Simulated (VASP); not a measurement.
Method: LDA (Ceperley-Alder, Perdew-Zunger), VASP's LDA PAW potentials (set 64) (plane waves; VASP 6.6.1).

A VASP calculation is set up with these files.

INCAR:
```
# general
SYSTEM  = HfC
PREC    = Accurate
ENCUT   = 520
LREAL   = .False.   # projection in real space or not
LASPH   = .True.

# electronic loop
EDIFF   = 1E-6   # SCF stop (eV)
NELM    = 100   # most electronic steps
ALGO    = Normal   # blocked Davidson
LMAXMIX = 6

# smearing
ISMEAR  = 1   # Methfessel-Paxton
SIGMA   = 0.1

# ions
IBRION  = 2   # conjugate gradients
NSW     = 60
ISIF    = 3
EDIFFG  = -0.01   # ionic stop

# output
LWAVE   = .False.
LCHARG  = .False.
```

POSCAR:
```
HfC
1.0
  0.0000000000   2.3200000000   2.3200000000
  2.3200000000   0.0000000000   2.3200000000
  2.3200000000   2.3200000000   0.0000000000
Hf C
1 1
Cart
  0.0000000000   0.0000000000   0.0000000000
  2.3200000000   2.3200000000   2.3200000000
```

**KPOINTS**
```
Automatic mesh
0
Gamma
12 12 12
0 0 0
```

POTCAR, in this order: Hf_pv C (LDA.64 set). Program: vasp_std.

Q: What will the output report for the number of irreducible k-points (NKPTS), number of bands (NBANDS), largest plane-wave count, number of space-group operations, FFT grid (NGX, NGY, NGZ)?

A: 
```yaml
number of irreducible k-points (NKPTS): 72
number of bands (NBANDS): 11
largest_plane_wave_count: 692
number_of_space_group_operations: 48
FFT grid (NGX, NGY, NGZ): 24 × 24 × 24
```

The compound is HfC in the rock salt structure. This run relaxes it. Symmetry was kept, so distortions that lower it aren't found.
